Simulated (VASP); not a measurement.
Here is the system:

```xyz
2
Lattice="0.0000 3.3124 3.3124 3.3124 0.0000 3.3124 3.3124 3.3124 0.0000" Properties=species:S:1:pos:R:3 pbc="T T T"
Cd     0.0000     0.0000     0.0000
Te     1.6562     1.6562     1.6562
```

Level of theory: PBE GGA, VASP's PBE PAW potentials (set 64) (plane waves; VASP). Numerical set-up: 520 eV cut-off, Gaussian smearing of 0.050 eV, potentials Cd Te.

Unless said otherwise, spin-orbit coupling is left out, though it shifts the bands of the heavy elements here.

Task: Estimate the band gap (along the path) with the smallest direct gap where there is one.

Result: 
```yaml
band gap (along the path): 0.57 eV
smallest direct gap (along the path): 0.57 eV
```

The absolute energy has meaning only against runs of the same code, potentials and settings.

The compound is CdTe in the zinc blende structure. It was relaxed first, which changed the volume by +7 %.
